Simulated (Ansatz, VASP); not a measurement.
# Si3N4 in two plane-wave programs, part 2 of 3

Aim: how closely do two programs agree when they are given the same cell, functional and k mesh? Of the first pair: The structure shown is frame 1084 of Ansatz's trajectory.

VASP 6.6.1 and Ansatz 0.2.0.

So far: The starting structure; Ansatz: dynamics, PBE.

## Step 3: VASP: single point, PBE, pair 1

Level of this step: PBE; plane waves and PAW (Si, N) (VASP).

The same cell, functional, mesh and smearing now go to VASP, with its own data sets.

Lines of VASP's logs that name or quote its potential files are left out, and so is its time.

The input, INCAR:

```
SYSTEM = Si3N4
PREC = Accurate
ENCUT = 520
EDIFF = 1E-06
NELM = 120
ISMEAR = -1
SIGMA = 0.15
LREAL = Auto
ALGO = Normal
GGA = PE
NBANDS = 232
LORBIT = 11
LWAVE = .FALSE.
LCHARG = .FALSE.
ISIF = 2
LASPH = .TRUE.
GGA_COMPAT = .FALSE.
EFERMI = MIDGAP
NCORE = 2
```

The input, POSCAR:

```
Si3N4
1.0
    9.3449000000      0.0000000000      0.0000000000
    0.0000000000      9.3449000000      0.0000000000
    0.0000000000      0.0000000000      9.3449000000
Si N
33 44
Direct
    0.3875910925      0.0104120964      0.3500411989
    0.6300227932      0.2075891663      0.3900844311
    0.7812710676      0.0283791159      0.8210895783
    0.1467859474      0.0001498143      0.4856552772
    0.5158642682      0.5678712453      0.9953878586
    0.4150713223      0.1946730302      0.6057314685
    0.4570835429      0.3047009599      0.1059508395
    0.4671853096      0.4859228028      0.3179381267
    0.8874680307      0.6795150296      0.5144624341
    0.2749307109      0.2674506950      0.3536688461
    0.5482562681      0.8060118353      0.7857440957
    0.4196085565      0.8345086625      0.0855867907
    0.2697300132      0.6603387944      0.8061830517
    0.2046677867      0.5057410994      0.0978822673
    0.6268552901      0.0628043104      0.1092146518
    0.7541011675      0.6031953258      0.7489218718
    0.0009630922      0.7879592077      0.8040856510
    0.1614035463      0.0485077422      0.1121146294
    0.0945756509      0.7928602767      0.1015206155
    0.7031856949      0.9445044891      0.5371700072
    0.3643163651      0.0665175657      0.9141777868
    0.6344209141      0.7603933696      0.2407302379
    0.7159627176      0.5011289580      0.4889404916
    0.1451700928      0.0173463600      0.7747220409
    0.0322100825      0.4341726503      0.8317370972
    0.7441171120      0.3573499984      0.9056597716
    0.7642564393      0.7871459299      0.0241415103
    0.2088197841      0.6812699975      0.3695919700
    0.8986506009      0.0774326103      0.2618540594
    0.4414707488      0.5555543666      0.5916703228
    0.8431015848      0.2634057079      0.5983798650
    0.1021626770      0.4720863787      0.5571060150
    0.9443974788      0.3056105469      0.1487442348
    0.7301629766      0.2195957153      0.7591306488
    0.8919838629      0.6988838832      0.6888463226
    0.5290907340      0.3098374514      0.2684886944
    0.9960192190      0.3505548481      0.6515853567
    0.3363973932      0.4297745294      0.1895151366
    0.5469293411      0.0674485548      0.4924504275
    0.1896970540      0.1128315980      0.9420967587
    0.5845113377      0.4175646609      0.9979775064
    0.4129097155      0.7009812839      0.7039454676
    0.1699215615      0.5337991846      0.7275626277
    0.6339714711      0.5286091879      0.6442765573
    0.6661066464      0.9196995152      0.7206818693
    0.7237316611      0.9623859003      0.9925306852
    0.0775396205      0.4107481086      0.0277798585
    0.2916778136      0.1327033997      0.4862331325
    0.8016886216      0.2482102537      0.0423653544
    0.7391304348      0.3324059112      0.4581322433
    0.6350094704      0.5681815750      0.3474194480
    0.9562007084      0.7311153677      0.9850399683
    0.1363310469      0.3886076898      0.3984740340
    0.2928121221      0.1486479256      0.2115271431
    0.4134126636      0.3749424820      0.5617930636
    0.5097539835      0.1382893343      0.0193688536
    0.4219306788      0.8824385494      0.9183404852
    0.1753148776      0.8316193860      0.7813994799
    0.8492439726      0.5005404017      0.8530642382
    0.8440539760      0.0779141564      0.5517233999
    0.7237209601      0.1206433456      0.2716026924
    0.2575950518      0.8662264979      0.4198653811
    0.2412545881      0.8907639461      0.1137090820
    0.6461920406      0.6756519599      0.8842898265
    0.5009042365      0.6858286338      0.1335701827
    0.3599931513      0.0855546876      0.7434215454
    0.3241233186      0.5930935591      0.9735149654
    0.3146101082      0.3421652452      0.7967340474
    0.7506340357      0.8208969598      0.4181425162
    0.3619835418      0.5986901947      0.4260612741
    0.9527335766      0.0406210874      0.4537448234
    0.9553232244      0.9947350961      0.8203512076
    0.3114747081      0.3274513371      0.9192393712
    0.5086410770      0.9334610322      0.2294085544
    0.0613917752      0.6262560327      0.4680520926
    0.0141681559      0.9443653758      0.1819923167
    0.1445066293      0.6509646973      0.2098042783
```

The input, KPOINTS:

```
Automatic mesh
0
Gamma
1 1 1
0 0 0
```

The projector-augmented-wave data sets are Si and N (PBE family, release 64).

Command:

```
$ mpirun -np 8 vasp_gam
```

Numbers of over 12 decimals in the logs are rounded to 6 here.

Output:

```text
[banner, memory and clock lines left out]
running    8 mpi-ranks, on    1 nodes
[...]
LDA part: xc-table for (Slater+PW92), standard interpolation
 POSCAR, INCAR and KPOINTS ok, starting setup
[...]
entering main loop
       N       E                     dE             d eps       ncg     rms          rms(c)
DAV:   1     0.270589294835E+04    0.27059E+04   -0.19908E+05   472   0.149E+03
DAV:   2    -0.396698187643E+03   -0.31026E+04   -0.29184E+04   600   0.346E+02
DAV:   3    -0.657561035592E+03   -0.26086E+03   -0.25747E+03   560   0.104E+02
DAV:   4    -0.664520252623E+03   -0.69592E+01   -0.69060E+01   568   0.180E+01
[...]
DAV:  17    -0.573729830858E+03   -0.55619E-05   -0.63700E-06   512   0.579E-03    0.361E-03
DAV:  18    -0.573729832202E+03   -0.13442E-05   -0.10608E-06   368   0.246E-03    0.191E-03
DAV:  19    -0.573729832671E+03   -0.46950E-06   -0.65144E-07   328   0.174E-03
   1 F= -.57372983E+03 E0= -.57360375E+03  d E =-.252158E+00
```

Parts of OUTCAR (step 3):

```text
  Total       24.2355793     44.9504047     45.8236436    -14.2572082     -2.9696555      4.3511062
  in kB       47.5817064     88.2511175     89.9655471    -27.9911730     -5.8303238      8.5425257
  external PRESSURE =      75.2661237 kB  Pullay stress =       0.0000000 kB

 POSITION                                       TOTAL-FORCE (eV/Angst)
 -----------------------------------------------------------------------------------
      3.62200      0.09730      3.27110        -1.106587     -0.823213      1.602188
      5.88750      1.93990      3.64530        -0.709025      0.951811     -0.801334
      7.30090      0.26520      7.67300        -0.719158      3.018648     -0.145219
      1.37170      0.00140      4.53840        -1.774652      0.709657      3.790177
      4.82070      5.30670      9.30180        -2.664588      5.397391     -0.932026
      3.87880      1.81920      5.66050         0.221991     -1.514728      1.752158
      4.27140      2.84740      0.99010         0.315916     -1.328183     -2.287381
      4.36580      4.54090      2.97110         0.268357      0.590549     -0.054439
      8.29330      6.35000      4.80760         0.060369     -0.001005     -4.558982
      2.56920      2.49930      3.30500        -2.931081      3.325124      0.547590
      5.12340      7.53210      7.34270        -4.452135      0.522821      2.469848
      3.92120      7.79840      0.79980        -3.812850      1.251056      1.507087
      2.52060      6.17080      7.53370         0.047605      3.498496      0.934032
      1.91260      4.72610      0.91470         1.323686      4.349957      1.250310
[...]
-----------------------------------------------------------------------------------
    total drift:                               -0.000066     -0.005560      0.000138

  FREE ENERGIE OF THE ION-ELECTRON SYSTEM (eV)
  ---------------------------------------------------
  free  energy   TOTEN  =      -573.7298326712 eV

  energy  without entropy=     -573.4776750918  energy(sigma->0) =     -573.60375388

[... 3 further parts left out ...]
[key lines of the parts left out:]
E-fermi :   7.9705
```

The run ends at a pressure of 7.53 GPa, with forces up to 7.8 eV/Å.

## Step 4: Side by side

Known differences besides the potentials themselves: the cutoff is 300 eV in Ansatz and 520 eV in VASP (PREC = Accurate, projectors in real space); Ansatz's log warns that its cutoff lies below the recommended one. Total energies have different zeros and are not compared.

Forces on 10 of the 77 atoms, those with the largest forces and the largest differences (eV/Å; atoms numbered as in POSCAR):

| atom | Ansatz x, y, z | VASP x, y, z |
| --- | --- | --- |
| Si5 | -2.676, 5.445, -1.012 | -2.665, 5.397, -0.932 |
| Si11 | -4.479, 0.490, 2.506 | -4.452, 0.523, 2.470 |
| Si15 | 4.718, -1.667, 4.263 | 4.729, -1.652, 4.169 |
| Si22 | 1.919, -1.817, 4.565 | 1.919, -1.855, 4.537 |
| N56 | -5.889, 4.444, -2.603 | -5.880, 4.410, -2.581 |
| N60 | 0.429, 0.023, -0.162 | 0.565, -0.017, -0.310 |
| N61 | 1.009, -3.569, -3.608 | 1.048, -3.578, -3.586 |
| N63 | 4.255, -2.264, -0.901 | 4.199, -2.283, -0.913 |
| N68 | -0.232, -0.873, 4.136 | -0.204, -0.749, 3.252 |
| N73 | 1.129, 0.537, -3.116 | 1.117, 0.445, -2.243 |

The forces differ by 93 meV/Å r.m.s., which is 4.7 % of the r.m.s. force of 1.993 eV/Å (both taken over all components).

## Step 5: Ansatz: dynamics, PBE

One frame of this run of dynamics is then solved in both programs, so the motion causes no difference.

The structure compared here is frame 83 of Ansatz's trajectory.

The input, input.yaml:

```yaml
crystal:
  lattice:
    - [9.3449, 0.0, 0.0]
    - [0.0, 9.3449, 0.0]
    - [0.0, 0.0, 9.3449]
  atoms:
    - { symbol: Si, position: [0.34047, 0.02168, 0.2844] }
    - { symbol: Si, position: [0.63095, 0.25657, 0.30594] }
    - { symbol: Si, position: [0.7562, 0.05654, 0.74524] }
    - { symbol: Si, position: [0.1358, 0.04579, 0.46293] }
    - { symbol: Si, position: [0.46834, 0.6131, 0.90034] }
    - { symbol: Si, position: [0.41942, 0.20913, 0.53475] }
    - { symbol: Si, position: [0.44389, 0.34124, 0.03361] }
    - { symbol: Si, position: [0.4592, 0.55165, 0.21982] }
    - { symbol: Si, position: [0.8719, 0.7309, 0.45037] }
    - { symbol: Si, position: [0.23721, 0.30165, 0.26751] }
    - { symbol: Si, position: [0.50188, 0.85776, 0.71942] }
    - { symbol: Si, position: [0.39023, 0.84459, 0.04851] }
    - { symbol: Si, position: [0.22673, 0.69059, 0.72914] }
    - { symbol: Si, position: [0.1733, 0.53811, 0.02572] }
    - { symbol: Si, position: [0.66552, 0.13595, 0.02344] }
    - { symbol: Si, position: [0.72028, 0.64275, 0.69615] }
    - { symbol: Si, position: [0.95552, 0.83304, 0.76386] }
    - { symbol: Si, position: [0.15311, 0.05508, 0.03958] }
    - { symbol: Si, position: [0.04505, 0.81227, 0.06452] }
    - { symbol: Si, position: [0.68713, 0.00164, 0.46491] }
    - { symbol: Si, position: [0.37757, 0.08552, 0.84645] }
    - { symbol: Si, position: [0.63555, 0.79951, 0.2158] }
    - { symbol: Si, position: [0.72045, 0.55161, 0.404] }
    - { symbol: Si, position: [0.11999, 0.03098, 0.71358] }
    - { symbol: Si, position: [0.98155, 0.46878, 0.75664] }
    - { symbol: Si, position: [0.6926, 0.37026, 0.83216] }
    - { symbol: Si, position: [0.73137, 0.82062, 0.97285] }
    - { symbol: Si, position: [0.19026, 0.71565, 0.3246] }
    - { symbol: Si, position: [0.90867, 0.10929, 0.21442] }
    - { symbol: Si, position: [0.43742, 0.56797, 0.52632] }
    - { symbol: Si, position: [0.81386, 0.28071, 0.54815] }
    - { symbol: Si, position: [0.06717, 0.49105, 0.49201] }
    - { symbol: Si, position: [0.93534, 0.31901, 0.04568] }
    - { symbol: "N", position: [0.71283, 0.23654, 0.70166] }
    - { symbol: "N", position: [0.85773, 0.74657, 0.63691] }
    - { symbol: "N", position: [0.51751, 0.36053, 0.20529] }
    - { symbol: "N", position: [0.96273, 0.37039, 0.59712] }
    - { symbol: "N", position: [0.29336, 0.42642, 0.11401] }
    - { symbol: "N", position: [0.55396, 0.13003, 0.42016] }
    - { symbol: "N", position: [0.18958, 0.10978, 0.86987] }
    - { symbol: "N", position: [0.53497, 0.44388, 0.90124] }
    - { symbol: "N", position: [0.39129, 0.71248, 0.64792] }
    - { symbol: "N", position: [0.11576, 0.5592, 0.66644] }
    - { symbol: "N", position: [0.61918, 0.59948, 0.55242] }
    - { symbol: "N", position: [0.6454, 0.94705, 0.63753] }
    - { symbol: "N", position: [0.71201, 0.9975, 0.91823] }
    - { symbol: "N", position: [0.03309, 0.43684, 0.94178] }
    - { symbol: "N", position: [0.28169, 0.16318, 0.40964] }
    - { symbol: "N", position: [0.77147, 0.28585, 0.97536] }
    - { symbol: "N", position: [0.74264, 0.36818, 0.40023] }
    - { symbol: "N", position: [0.62981, 0.61719, 0.25985] }
    - { symbol: "N", position: [0.91245, 0.76691, 0.93544] }
    - { symbol: "N", position: [0.11929, 0.40421, 0.34616] }
    - { symbol: "N", position: [0.25291, 0.1452, 0.16128] }
    - { symbol: "N", position: [0.42681, 0.38883, 0.53377] }
    - { symbol: "N", position: [0.48905, 0.1752, 0.97168] }
    - { symbol: "N", position: [0.42597, 0.91055, 0.87877] }
    - { symbol: "N", position: [0.13433, 0.84459, 0.73487] }
    - { symbol: "N", position: [0.80144, 0.50806, 0.78634] }
    - { symbol: "N", position: [0.84139, 0.10934, 0.48316] }
    - { symbol: "N", position: [0.72536, 0.13158, 0.19929] }
    - { symbol: "N", position: [0.21705, 0.90349, 0.36236] }
    - { symbol: "N", position: [0.21432, 0.88336, 0.05071] }
    - { symbol: "N", position: [0.61539, 0.72599, 0.83007] }
    - { symbol: "N", position: [0.46039, 0.67684, 0.07344] }
    - { symbol: "N", position: [0.38895, 0.085, 0.66721] }
    - { symbol: "N", position: [0.27791, 0.6141, 0.88838] }
    - { symbol: "N", position: [0.24436, 0.33876, 0.71436] }
    - { symbol: "N", position: [0.74946, 0.85995, 0.35965] }
    - { symbol: "N", position: [0.35332, 0.62305, 0.35934] }
    - { symbol: "N", position: [0.9626, 0.08724, 0.3902] }
    - { symbol: "N", position: [0.93456, 0.01625, 0.74885] }
    - { symbol: "N", position: [0.29194, 0.34859, 0.82278] }
    - { symbol: "N", position: [0.47631, 0.92037, 0.19898] }
    - { symbol: "N", position: [0.04563, 0.67582, 0.42878] }
    - { symbol: "N", position: [0.98675, 0.99163, 0.10293] }
    - { symbol: "N", position: [0.10732, 0.66026, 0.15229] }
kpoints:
  mp_grid: { grid: [1, 1, 1] }
hamiltonian:
  xc: pbe
scf:
  occupations: { method: fixed }
output:
  forces: true
  stress: true
md:
  timestep: 1.5
  n_steps: 250
  ensemble: nvt_nose_hoover
  temperature: 300
  initial_velocities: maxwell_boltzmann
  seed: 7
```

Command:

```
$ ansatz run input.yaml --threads 4 --pin off --max-ram 15360MiB --backend cpu --events-out ev --progress --plain --runs-dir out
```

Output:

```text
[...]
atom  77  N      0.29363993     0.50555056     0.72302975
  max |Σ_I F_I| component: 9.34e-5 eV/Å
--- Stress (GPa, compression-positive) ---
        5.970538       1.681492      -1.552203
        1.681489       6.655205      -0.253249
       -1.552200      -0.253251       8.044947
  P = ⅓ Tr σ = 6.8902 GPa (68.902 kbar)
--- MD trajectory: 250 steps, t = 0.0 → 375.0 fs ---
[...]
conserved energy: peak-to-peak 2.490e-2 eV (3.234e-4 eV/atom) over 375.0 fs
[key lines of the parts left out:]
SCF converged after 8 iterations
Free energy (F): -37919.445555 eV
Fermi energy:    8.425805 eV
```

(Part 2 of 3 ends here.)

[Lines on the potential files, build, host, timing and source positions are cut from VASP's logs without a mark.]

[Logs are printed without paths, hosts, clocks, repeated set-up lines and the standing remarks that a program may print on its own settings, such as how far it seeks lower states.]

[Hosts, paths, dates, database ids (printed as entryN), source tags and the programs' standing remarks are cut or masked in the printed files.]
